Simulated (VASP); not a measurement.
Input:

```yaml
crystal:
  lattice:
    - [2.75700, 0.00000, 0.00000]
    - [0.00000, 2.75700, 0.00000]
    - [0.00000, 0.00000, 3.96440]
  atoms:
    - { symbol: Ti, position: [0.00000, 0.00000, 0.00000] }
    - { symbol: Al, position: [0.50000, 0.50000, 0.50000] }
```

The numbers are results of PBE GGA with D3 dispersion (Becke-Johnson damping), VASP's PBE PAW potentials (set 64) (plane waves; VASP 6.6.1), not measurements. Run with 520 eV cut-off, 13×13×9 Γ-centred mesh, first-order Methfessel-Paxton smearing of 0.10 eV, potentials Ti_sv Al.

Give the stress tensor in GPa (positive for a compressed cell).

```
3.98  0.00  0.00
0.00  3.98  0.00
0.00  0.00  3.93
```
The pressure is its mean diagonal, 3.96 GPa.

The compound is TiAl in the L1_0 structure. This cell is one point of a volume scan, at 0.97 of the reference volume. The electron count is odd and the run is not spin-polarised, which forces a metal.
